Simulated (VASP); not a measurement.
```xyz
1
Lattice="0.0000 1.7563 1.7563 1.7563 0.0000 1.7563 1.7563 1.7563 0.0000" Properties=species:S:1:pos:R:3 pbc="T T T"
Ni     0.0000     0.0000     0.0000
```

Computed with PBE GGA with spin-orbit coupling, VASP's PBE PAW potentials (set 64) (plane waves; VASP). Settings: 400 eV cut-off, 16×16×16 Γ-centred mesh, Gaussian smearing of 0.050 eV, potentials Ni. Starting moments (MAGMOM): 0 0 0.6.

The job: Ni (fcc), 1 atom, PBE+SOC, static run, 400 eV, 16×16×16 Γ-centred mesh. Roughly how much core time does it take on a busy server core?

About 5 core-minutes (one run on a shared machine, a rough figure). It had 554 irreducible k-points, 18 bands, up to 420 plane waves and 21 electronic steps.

The compound is Ni in the fcc structure. It was relaxed first.
